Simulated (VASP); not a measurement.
Calculation: PBEsol GGA, VASP's PBE PAW potentials (set 64) (plane waves; VASP).

VASP ran on this input.

### POSCAR
```
Al3Pd
2.9351860
  0.0000000000   0.7071068949   0.7071068949
  0.7071068949   0.0000000000   0.7071068949
  2.5735317930   2.5735317930   0.2548957863
Pd Al
1 3
Cartesian
  0.0000000000   0.0000000000   0.0000000000
  0.6186210470   0.6186210470   0.0884858477
  1.2867658965   1.2867658965   0.1274478932
  2.6620176409   2.6620176409   1.5806237283
```

KPOINTS:
```
Automatic mesh
0
G
 14 14 4
```

INCAR:
```
SYSTEM  =  Al3Pd
PREC  =  Accurate; ENCUT  =  400; LREAL  =  .FALSE.
LASPH  =  .TRUE.
EDIFF  =  1E-7; NELM  =  100; ALGO  =  Normal
LMAXMIX  =  4
ISMEAR  =  -5
GGA  =  PS
ISIF  =  2
LWAVE  =  .FALSE.; LCHARG  =  .TRUE.; LORBIT  =  11
NEDOS  =  601
LEFG  =  .TRUE.
```

POTCAR, in this order: Pd Al (PBE.64 set). Program: vasp_std.

Output

**OUTCAR**
```
 ion  position               nearest neighbor table
   1  0.000  0.000  0.000-   2 2.58   4 2.58   4 2.58   4 2.58   2 2.58   2 2.58
   2  0.020  0.020  0.235-   1 2.58   1 2.58   1 2.58   3 2.78   3 2.78   3 2.78
   3  0.000  0.000  0.500-   2 2.78   2 2.78   4 2.78   4 2.78   2 2.78   4 2.78
   4  0.980  0.980  0.765-   1 2.58   1 2.58   1 2.58   3 2.78   3 2.78   3 2.78
  LATTYP: Found a trigonal (rhomboedric) cell.
 ALAT       =     8.4618424372
 COS(alpha) =     0.9398394871
 Subroutine PRICEL returns:
 Original cell was already a primitive cell.
 Subroutine GETGRP returns: Found 12 space group operations
The static configuration has the point symmetry D_3d.
The dynamic configuration has the point symmetry D_3d.
 Subroutine INISYM returns: Found 12 space group operations
 Subroutine IBZKPT returns following result:
 Found    204 irreducible k-points:

 Following reciprocal coordinates:
            Coordinates               Weight
  0.000000  0.000000  0.000000      1.000000
  0.071429  0.000000 -0.000000      4.000000
  0.142857  0.000000 -0.000000      4.000000
  0.214286  0.000000 -0.000000      4.000000
  0.285714  0.000000 -0.000000      4.000000
  0.357143  0.000000 -0.000000      4.000000
...
```

File OSZICAR:
```
       N       E                     dE             d eps       ncg     rms          rms(c)
DAV:   1     0.474987568750E+02    0.47499E+02   -0.64387E+03  5384   0.959E+02
DAV:   2    -0.183039490513E+02   -0.65803E+02   -0.62351E+02  6218   0.183E+02
DAV:   3    -0.204717916208E+02   -0.21678E+01   -0.21417E+01  6824   0.323E+01
DAV:   4    -0.204919125073E+02   -0.20121E-01   -0.20275E-01  6072   0.342E+00
DAV:   5    -0.204921624808E+02   -0.24997E-03   -0.25405E-03  6864   0.396E-01    0.885E+00
DAV:   6    -0.201908574262E+02    0.30131E+00   -0.89247E+00  6242   0.279E+01    0.481E+00
DAV:   7    -0.198440586883E+02    0.34680E+00   -0.20191E+00  6092   0.157E+01    0.213E+00
DAV:   8    -0.198142289240E+02    0.29830E-01   -0.85035E-02  6184   0.218E+00    0.757E-01
DAV:   9    -0.198057851877E+02    0.84437E-02   -0.25065E-02  6388   0.163E+00    0.180E-01
DAV:  10    -0.198054229478E+02    0.36224E-03   -0.13033E-03  6199   0.355E-01    0.941E-02
DAV:  11    -0.198054233391E+02   -0.39131E-06   -0.23883E-05  6720   0.397E-02    0.556E-02
DAV:  12    -0.198054152329E+02    0.81062E-05   -0.52006E-05  6109   0.719E-02    0.824E-03
DAV:  13    -0.198054145718E+02    0.66112E-06   -0.15047E-06  6144   0.130E-02    0.213E-03
DAV:  14    -0.198054145306E+02    0.41168E-07   -0.33631E-07  4818   0.560E-03
   1 F= -.19805415E+02 E0= -.19805415E+02  d E =0.000000E+00
```

### OUTCAR
```
------------------------ aborting loop because EDIFF is reached ----------------------------------------
  FORCE on cell =-STRESS in cart. coord.  units (eV):
  Direction    XX          YY          ZZ          XY          YZ          ZX
  --------------------------------------------------------------------------------------
  Total       -0.0579015     -0.0579015     -0.0579015      0.1528152     -0.1528152     -0.1528152
  in kB       -1.4997621     -1.4997621     -1.4997621      3.9582091     -3.9582091     -3.9582091
  external PRESSURE =      -1.4997621 kB  Pullay stress =       0.0000000 kB
  volume of cell :       61.86
      direct lattice vectors                 reciprocal lattice vectors
     0.000000000  2.075490258  2.075490258    -0.253458870  0.228355003  0.253458870
     2.075490258  0.000000000  2.075490258     0.228355003 -0.253458870  0.253458870
     7.553794489  7.553794489  0.748166544     0.069640684  0.069640684 -0.069640684
 POSITION                                       TOTAL-FORCE (eV/Angst)
 -----------------------------------------------------------------------------------
      0.00000      0.00000      0.00000         0.000000      0.000000     -0.000000
      1.81577      1.81577      0.25972        -0.027012     -0.027012      0.027012
      3.77690      3.77690      0.37408         0.000000      0.000000     -0.000000
      7.81352      7.81352      4.63942         0.027012      0.027012     -0.027012
 -----------------------------------------------------------------------------------
    total drift:                               -0.000000     -0.000000     -0.000000
  FREE ENERGIE OF THE ION-ELECTRON SYSTEM (eV)
  ---------------------------------------------------
  free  energy   TOTEN  =       -19.8054145306 eV

  energy  without entropy=      -19.8054145306  energy(sigma->0) =      -19.80541453

 total charge

# of ion       s       p       d       tot
------------------------------------------
    1        0.478   0.599   8.598   9.675
    2        0.413   0.367   0.000   0.780
    3        0.427   0.352   0.000   0.779
    4        0.413   0.367   0.000   0.780
--------------------------------------------------
tot          1.731   1.686   8.598  12.015

 Electric field gradients after diagonalization (V/A^2)
 (convention: |V_zz| > |V_xx| > |V_yy|)
----------------------------------------------------------------------
 ion       V_xx      V_yy      V_zz     asymmetry (V_yy - V_xx)/ V_zz
----------------------------------------------------------------------
   1      -7.512    -7.511    15.023       0.000
   2       9.712     9.712   -19.423       0.000
   3       8.875     8.875   -17.749       0.000
   4       9.712     9.712   -19.423       0.000
```
(Selected blocks of OUTCAR.)

For a metal the tetrahedron method with Blöchl corrections gives inexact stress and forces.

The structure was generated: Al3Pd was put into an ordered model structure (R-3m), which need not be its known phase. It was relaxed first. The electron count is odd and the run is not spin-polarised, which forces a metal.
